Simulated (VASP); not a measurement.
A convergence study with VASP on CdF$_{2}$ (fluorite): one setting is varied, all else stays as given below, so the limit is that of these other settings.

```yaml
crystal:
  lattice:
    - [0.00000, 2.69500, 2.69500]
    - [2.69500, 0.00000, 2.69500]
    - [2.69500, 2.69500, 0.00000]
  atoms:
    - { symbol: Cd, position: [0.00000, 0.00000, 0.00000] }
    - { symbol: F, position: [0.25000, 0.25000, 0.25000] }
    - { symbol: F, position: [0.75000, 0.75000, 0.75000] }
```

Computed with PBE GGA, VASP's PBE PAW potentials (set 64) (plane waves; VASP 6.6.1). The tightest run used: 700 eV cut-off, 12×12×12 Monkhorst-Pack mesh, Gaussian smearing of 0.050 eV, potentials Cd F.

### Question
The settings run are 1×1×1 mesh; 2×2×2 mesh; 3×3×3 mesh; 4×4×4 mesh; 5×5×5 mesh; 6×6×6 mesh; 7×7×7 mesh; 8×8×8 mesh; 9×9×9 mesh; 10×10×10 mesh; 11×11×11 mesh; 12×12×12 mesh. From which on does the stress (every component) stay within 0.2 GPa of the tightest run?

### Answer
From 2×2×2 mesh on: it is off by 0.07 there and by no more than 0.2 in any finer run, while 1×1×1 mesh is off by 22.55.
```
setting        E (eV/atom)  pressure (GPa)  irreducible k-points  difference judged (GPa)
-------------  -----------  --------------  --------------------  -----------------------
1×1×1 mesh         -1.8247           28.41                     1                    22.55
2×2×2 mesh         -3.6276            5.80                     2                     0.07
3×3×3 mesh         -3.6206            5.89                     4                     0.03
4×4×4 mesh         -3.6232            5.87                    10                     0.00
5×5×5 mesh         -3.6232            5.87                    10                     0.01
6×6×6 mesh         -3.6232            5.87                    28                     0.00
7×7×7 mesh         -3.6232            5.86                    20                     0.00
8×8×8 mesh         -3.6232            5.87                    60                     0.00
9×9×9 mesh         -3.6232            5.86                    35                     0.00
10×10×10 mesh      -3.6232            5.87                   110                     0.00
11×11×11 mesh      -3.6232            5.87                    56                     0.00
12×12×12 mesh      -3.6232            5.87                   182                     0.00
```

Left out are rungs that failed or repeat a setting and relaxations that didn't move; long series are thinned to 24 rows.

The compound is CdF2 in the fluorite structure. The cell was not relaxed at this level.
